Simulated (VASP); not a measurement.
Here is the system:

```
IrRh3
1.0
   -1.90678     1.90678     3.81948
    1.90678    -1.90678     3.81948
    1.90678     1.90678    -3.81948
Ir Rh
1 3
Direct
  0.00000   0.00000   0.00000
  0.75000   0.25000   0.50000
  0.25000   0.75000   0.50000
  0.50000   0.50000   0.00000
```

Method: LDA (Ceperley-Alder, Perdew-Zunger), VASP's LDA PAW potentials (set 64) (plane waves; VASP). Settings: 300 eV cut-off, 10×10×10 Γ-centred mesh, Gaussian smearing of 0.14 eV, potentials Ir Rh_pv.

At this cut-off the stress carries a Pulay error, which pulls relaxed volumes low.

Task: Give the stress tensor in GPa (positive for a compressed cell).

Result: 
```
-11.25    0.00    0.00
  0.00  -11.25    0.00
  0.00    0.00  -11.30
```
The pressure is its mean diagonal, -11.26 GPa.

The structure comes from a computed database's IrRh3 entry; how it stands against other phases isn't given here. The cell was not relaxed at this level.
